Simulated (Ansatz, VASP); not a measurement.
## One calculation of MnHg, two programs

INCAR

```
SYSTEM = MnHg
ALGO = Normal
EDIFF = 1E-7
ENCUT = 520
GGA = PE
ISIF = 2
ISMEAR = -1
ISPIN = 2
LASPH = .True.
LCHARG = .False.
LMAXMIX = 4
LORBIT = 11
LREAL = .False.
LWAVE = .False.
MAGMOM = 0 4
NBANDS = 24
NELM = 100
PREC = Accurate
SIGMA = 0.05
```

The input KPOINTS:

```
k-points
0
Gamma
  8 8 8
  0 0 0
```

POSCAR

```
MnHg
1.0
    3.2473279504      0.0000000000      0.0000000000
    0.0000000000      3.2473279504      0.0000000000
    0.0000000000      0.0000000000      3.2473279504
Hg Mn
1 1
Direct
    0.0000000000      0.0000000000      0.0000000000
    0.5000000000      0.5000000000      0.5000000000
```

File input.yaml:

```yaml
crystal:
  lattice:
    - [3.2473279504, 0.0, 0.0]
    - [0.0, 3.2473279504, 0.0]
    - [0.0, 0.0, 3.2473279504]
  atoms:
    - { symbol: Hg, position: [0.0, 0.0, 0.0] }
    - { symbol: Mn, position: [0.5, 0.5, 0.5], spin: 4.0 }
hamiltonian:
  xc: pbe
  pseudopotentials: { kind: paw }
magnetization:
  spin_polarized: true
kpoints:
  mp_grid: { grid: [8, 8, 8] }
scf:
  occupations: { method: fermi_dirac, width: 0.05 }
output:
  forces: true
  stress: true
  eigenvalues: true
```

Change from the starting cell: volume scaled by 0.94.

Alike in both runs: task single point; functional PBE; k mesh 8 × 8 × 8; occupations fermi-dirac, width 0.05 eV; collinear spin, ferromagnetic start.

|  | VASP | Ansatz |
| --- | --- | --- |
| version | VASP 6.6.1 | Ansatz 0.2.0 |
| potentials or method | VASP PAW PBE potentials, release 64 (Hg, Mn_pv) | Ansatz PAW |
| plane-wave cutoff (eV) | 520 | 420 |
| valence electrons in the cell | 25 | 35 |

```tsv
	VASP	Ansatz	Ansatz less VASP
gap on the k mesh at the Fermi level (eV)	none	none	-
pressure (GPa)	6.6	5.9	-0.66
net moment per atom (μB)	1.87	1.87	-0.005
size of the moment on the site where the two differ most (μB)	0.06	0.02	-0.038
```

Site moments also hang on the region over which each program counts them. A gap of «none» marks a metal or a gap that the smearing closes. The two sets of potentials don't hold the same shells in valence.

The runs have no spin-orbit coupling, so splittings on Hg are missing.
